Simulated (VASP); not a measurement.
Band gaps of PbBrF (space group P4/nmm) from VASP (PAW), without and with spin-orbit coupling. Semilocal levels are at their own relaxed cell, hybrids and mBJ at PBE's; 0.00 means no gap at that level.  Unless said otherwise, spin-orbit coupling is left out, though it shifts the bands of the heavy elements here.

The cell of the r2SCAN run:

```
CELL_PARAMETERS angstrom
      4.18655     0.00000     0.00000
      0.00000     4.18655     0.00000
      0.00000     0.00000     7.65902
ATOMIC_POSITIONS crystal
  Pb 0.00000 0.50000 0.80949
  Pb 0.50000 0.00000 0.19051
  Br 0.50000 0.00000 0.65221
  Br 0.00000 0.50000 0.34779
  F  0.50000 0.50000 0.00000
  F  0.00000 0.00000 0.00000
```

| level | gap without SOC (eV) | gap with SOC (eV) | shift (eV) |
|---|---|---|---|
| r2SCAN | 2.97 | … | … |

### Question
Fill in the missing entries.

### Answer

- r2SCAN, gap with SOC (eV): 2.72
- r2SCAN, shift (eV): -0.25

Only levels that ran to the end are used. Left out are those held back, those with too coarse a band path, GW runs whose mesh misses a band edge, hybrids' fits of cells that aren't cubic and levels without matching references; a question may draw on a part of the rest.

The structure comes from a computed database's PbBrF entry (P4/nmm); how it stands against other phases isn't given here. It was relaxed first. Symmetry was kept, so distortions that lower it aren't found.
